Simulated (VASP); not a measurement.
Level of theory: PBE GGA with D3 dispersion (zero damping), VASP's PBE PAW potentials (set 64) (plane waves; VASP).

A VASP calculation is set up with these files.

KPOINTS:
```
Automatic
0
G
  12 12 12
0 0 0
```

File POSCAR:
```
BN
1
    0.0000000000     1.8258510354     1.8258510354
    1.8258510354     0.0000000000     1.8258510354
    1.8258510354     1.8258510354     0.0000000000
B N
1 1
Direct
  0.0000000000   0.0000000000   0.0000000000
  0.2500000000   0.2500000000   0.2500000000
```

**INCAR**
```
SYSTEM  =  BN
PREC  =  Accurate; ENCUT  =  520; LREAL  =  .False.
LASPH  =  .True.
EDIFF  =  1E-7; NELM  =  100; ALGO  =  Normal
ISMEAR  =  0; SIGMA  =  0.05
GGA  =  PE; IVDW  =  11
ISIF  =  2
LWAVE  =  .False.; LCHARG  =  .False.
```

POTCAR, in this order: B N (PBE.64 set). Program: vasp_std.

Task: Predict the energy per atom (σ→0), dispersion energy, pressure, band gap (on the k-mesh).

Result: 
```json
{
  "energy per atom (σ→0)": "-8.857 eV/atom",
  "dispersion_energy": "-0.269 eV",
  "band gap (on the k-mesh)": "4.43 eV",
  "pressure": "-10.65 GPa"
}
```

**OSZICAR**
```
...
DAV:   7    -0.174584360912E+02    0.64220E-01   -0.80640E-02  1464   0.282E+00    0.187E+00
DAV:   8    -0.174447587599E+02    0.13677E-01   -0.39984E-02  1376   0.182E+00    0.177E-01
DAV:   9    -0.174449556447E+02   -0.19688E-03   -0.59725E-04  1216   0.254E-01    0.732E-02
DAV:  10    -0.174450343492E+02   -0.78704E-04   -0.14138E-04  1656   0.120E-01    0.151E-02
DAV:  11    -0.174450393947E+02   -0.50455E-05   -0.87207E-06  1320   0.285E-02    0.703E-03
DAV:  12    -0.174450393612E+02    0.33493E-07   -0.15705E-06  1392   0.102E-02    0.479E-04
DAV:  13    -0.174450393828E+02   -0.21599E-07   -0.29521E-08   584   0.195E-03
   1 F= -.17713939E+02 E0= -.17713939E+02  d E =-.499471E-19
```

The compound is BN in the zinc blende structure. This cell is one point of a volume scan, at 1.03 of the reference volume.
